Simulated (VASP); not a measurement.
Data:

```
HfC
1.0
    0.00000     2.31726     2.31726
    2.31726     0.00000     2.31726
    2.31726     2.31726     0.00000
Hf C
1 1
Direct
  0.00000   0.00000   0.00000
  0.50000   0.50000   0.50000
```

These are r2SCAN meta-GGA, VASP's PBE PAW potentials (set 64) (plane waves; VASP) values and carry that method's errors. Numerical set-up: 600 eV cut-off, 12×12×12 Γ-centred mesh, first-order Methfessel-Paxton smearing of 0.10 eV, potentials Hf_pv C.

Stress in GPa, positive for a compressed cell; the cube axes lie along x, y and z, and the ions stay on their sites.

| strain | σxx | σyy | σzz |
|---|---|---|---|
| none | -0.20 | -0.20 | -0.20 |
| εzz = -1.5 % | 1.57 | 1.57 | 8.40 |
| εxx = +2.0 % | -9.78 | -2.32 | -2.32 |

Question: Fit C11 and C12 to these rows, and predict the stress for εyy = +3.0 %.

Answer: Least squares on Δσ_i = −C11 ε_i − C12 (ε_j + ε_k) over all components shown gives C11 = 513 GPa and C12 = 110 GPa, and so σxx, σyy, σzz = -3.51, -15.59, -3.51 GPa. The run gave -3.27, -13.85, -3.27 GPa; the difference holds the non-linear terms and numerical noise.

Left out are shears, moved atoms, failed runs and, from the fit, strains over 2.5 %.

The compound is HfC in the rock salt structure.
